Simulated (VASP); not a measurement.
These are PBE GGA with D4 dispersion, VASP's PBE PAW potentials (set 64) (plane waves; VASP) values and carry that method's errors.

VASP input:

**POSCAR**
```
Ga
1.0
  2.2366935527  -3.7975572116   0.0000000000
  2.2366935527   3.7975572116   0.0000000000
  0.0000000000   0.0000000000   4.4831648051
Ga
4
Cart
  2.2366935527   2.6175963121   4.1192113879
  2.2366935527   1.1799608995   1.8776289853
  2.2366935527  -1.1799608995   2.6055358198
  2.2366935527  -2.6175963121   0.3639534172
```

INCAR:
```
SYSTEM = Ga
PREC = Accurate
ENCUT = 520
EDIFF = 1E-6
NELM = 100
ALGO = Normal
LREAL = .FALSE.
LASPH = .TRUE.
ISMEAR = 1
SIGMA = 0.1
GGA = PE
IVDW = 13
LMAXMIX = 4
LWAVE = .FALSE.
LCHARG = .FALSE.
IBRION = 2
ISIF = 3
NSW = 60
EDIFFG = -0.02
```

### KPOINTS
```
Automatic
0
gamma
7 7 6
0 0 0
```

POTCAR, in this order: Ga_d (PBE.64 set). Program: vasp_std.

### Question
Estimate the energy per atom (σ→0), dispersion energy, volume per atom, band gap (on the k-mesh).

### Answer

```json
{
  "energy per atom (σ→0)": "-3.370 eV/atom",
  "dispersion_energy": "-1.923 eV",
  "band gap (on the k-mesh)": "none (metal, semimetal or under 0.01 eV)",
  "volume_per_atom": "18.98 Å³/atom"
}
```

OSZICAR:
```
...
DAV:   1    -0.115624843146E+02    0.53513E-05   -0.79501E-02  4794   0.352E+00    0.430E-01
DAV:   2    -0.115586218985E+02    0.38624E-02   -0.11864E-02  4836   0.155E+00    0.198E-01
DAV:   3    -0.115575645574E+02    0.10573E-02   -0.13701E-03  4936   0.464E-01    0.465E-02
DAV:   4    -0.115574751070E+02    0.89450E-04   -0.37936E-04  4194   0.198E-01    0.111E-02
DAV:   5    -0.115574748768E+02    0.23019E-06   -0.39003E-05  4718   0.702E-02    0.357E-03
DAV:   6    -0.115574741241E+02    0.75266E-06   -0.12730E-05  4597   0.460E-02    0.132E-03
DAV:   7    -0.115574740647E+02    0.59421E-07   -0.76152E-07  2201   0.102E-02
   7 F= -.13480047E+02 E0= -.13479872E+02  d E =-.107723E-03
```

The compound is Ga in the alpha structure. This run relaxes it. Symmetry was kept, so distortions that lower it aren't found. The start is the result of an earlier pass.
